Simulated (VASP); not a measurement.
Here is the system:

```yaml
crystal:
  lattice:
    - [0.00000, 2.92614, 2.92614]
    - [2.92614, 0.00000, 2.92614]
    - [2.92614, 2.92614, 0.00000]
  atoms:
    - { symbol: Zn, position: [0.00000, 0.00000, 0.00000] }
    - { symbol: Se, position: [0.25000, 0.25000, 0.25000] }
```

Computed with PBE GGA, VASP's PBE PAW potentials (set 64) (plane waves; VASP). Run with 520 eV cut-off, 8×8×8 Γ-centred mesh, Gaussian smearing of 0.050 eV, potentials Zn Se.

**Question.** Give the stress tensor in GPa (positive for a compressed cell).

**Answer.** 
```
-2.89   0.00   0.00
 0.00  -2.89   0.00
 0.00   0.00  -2.89
```
The pressure is its mean diagonal, -2.89 GPa.

The compound is ZnSe in the zinc blende structure. This cell is one point of a volume scan, at 1.06 of the reference volume.
